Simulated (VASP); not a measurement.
Set up this calculation in VASP 6.6.1, as the native input.

- Task: single point
- Functional: PBE
- Potentials or basis: VASP PAW PBE potentials, release 64 (Bi_d, Co)
- Cutoff: 520 eV
- k mesh: 6 × 6 × 6
- Occupations: fermi-dirac, width 0.05 eV
- Spin: collinear spin, ferromagnetic start
- Starting moments: [0.0, 0.0, 2.0, 2.0, 2.0] μB
- Further INCAR settings: ALGO = Normal; EDIFF = 1e-07; NBANDS = 40

The structure of Co3Bi2 lies in POSCAR:

```
Co3Bi2
1.0
    4.8144200000      0.0000000000      0.0000000000
    0.0000000000      4.8144200000      0.0000000000
    0.0000000000      0.0000000000      4.8144200000
Bi Co
2 3
Direct
    0.5000000000      0.5000000000      0.5000000000
    0.0000000000      0.0000000000      0.0000000000
    0.5000000000      0.0000000000      0.0000000000
    0.0000000000      0.5000000000      0.0000000000
    0.0000000000      0.0000000000      0.5000000000
```

The cell was built by a generator and needn't be a form met in nature.

These files were run (other wordings do the same):

INCAR

```
PREC     = Accurate       # precision mode
ENCUT    = 520            # plane-wave cutoff, eV
EDIFF    = 1E-7           # SCF threshold, eV
ISMEAR   = -1             # smearing method
SIGMA    = 0.05           # smearing width, eV
LREAL    = False          # projectors in reciprocal space
LASPH    = True           # aspherical terms in the spheres
NELM     = 100            # most SCF steps
ALGO     = Normal         # electronic algorithm
ISIF     = 2              # what is computed and relaxed
LWAVE    = False          # write WAVECAR
LCHARG   = True           # write CHGCAR
ISPIN    = 2              # spin polarisation
MAGMOM   = 0 0 2 2 2      # initial moments
LORBIT   = 11             # projections on sites
LMAXMIX  = 4              # l up to which the mixer works
GGA      = PE             # functional
LELF     = True           # ELF
LVHAR    = True         
NBANDS   = 40             # bands
```

KPOINTS

```
regular mesh
0
Gamma
  6 6 6
```

Potentials or basis: VASP PAW PBE potentials, release 64 (Bi_d, Co).

Command:

```console
$ cat potpaw_PBE.64/Bi_d/POTCAR potpaw_PBE.64/Co/POTCAR > POTCAR
$ mpirun -np 1 vasp_std > vasp.out
```

Results of the run:

```json
{
 "Pressure": "0.1 GPa",
 "Band gap on the k mesh": "none (metal or under the smearing width)",
 "Net moment": "3.31 μB per cell",
 "Site moments": "Bi -0.07, -0.05; Co +1.18 μB",
 "Valence electrons inside the program's atomic spheres": "Bi 12.58, 13.29; Co 8.04"
}
```

Caveat: spin-orbit coupling is left out, which moves the levels of the heavy elements.

It took 87 s on 1 thread of AMD EPYC 9R45 96-Core Processor (Zen 5), with other jobs on the host, peak memory 0.28 GiB.
